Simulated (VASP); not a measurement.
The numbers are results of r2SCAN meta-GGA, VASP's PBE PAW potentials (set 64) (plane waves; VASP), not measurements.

The input files of a VASP run:

KPOINTS:
```
Automatic
0
gamma
  12 12 6
```

**INCAR**
```
# general
SYSTEM   =  Er
PREC     =  Accurate
ENCUT    =  480
LREAL    =  .False.   # projection in real space or not
LASPH    =  .True.   # aspherical one-centre terms

# electronic loop
EDIFF    =  1E-7
NELM     =  100   # most electronic steps
ALGO     =  Normal
LMAXMIX  =  6
LMIXTAU  =  .True.

# smearing
ISMEAR   =  1   # Methfessel-Paxton
SIGMA    =  0.1   # width (eV)

# functional
METAGGA  =  R2SCAN

# ions
ISIF     =  2   # forces and stress, cell fixed

# output
LWAVE    =  .False.
LCHARG   =  .False.
```

**POSCAR**
```
Er
1
    1.7992670274    -3.1009168762     0.0000000000
    1.7992670274     3.1009168762     0.0000000000
    0.0000000000     0.0000000000     5.5369119362
Er
2
Direct
  0.3333330000   0.6666670000   0.2500000000
  0.6666670000   0.3333330000   0.7500000000
```

POTCAR, in this order: Er_3 (PBE.64 set). Program: vasp_std.

Question: What will the output report for the number of irreducible k-points (NKPTS), number of bands (NBANDS), largest plane-wave count, number of space-group operations, FFT grid (NGX, NGY, NGZ)?

Answer: 
| Property | Value |
|---|---|
| number of irreducible k-points (NKPTS) | 172 |
| number of bands (NBANDS) | 13 |
| largest plane-wave count | 1494 |
| number of space-group operations | 8 |
| FFT grid (NGX, NGY, NGZ) | 28 × 28 × 40 |

The compound is Er in the hcp structure. This cell was strained or had an atom moved on purpose. The 4f electrons are frozen in the core of the lanthanide potential, so 4f levels, which can set the real gap, and their magnetism are missing.
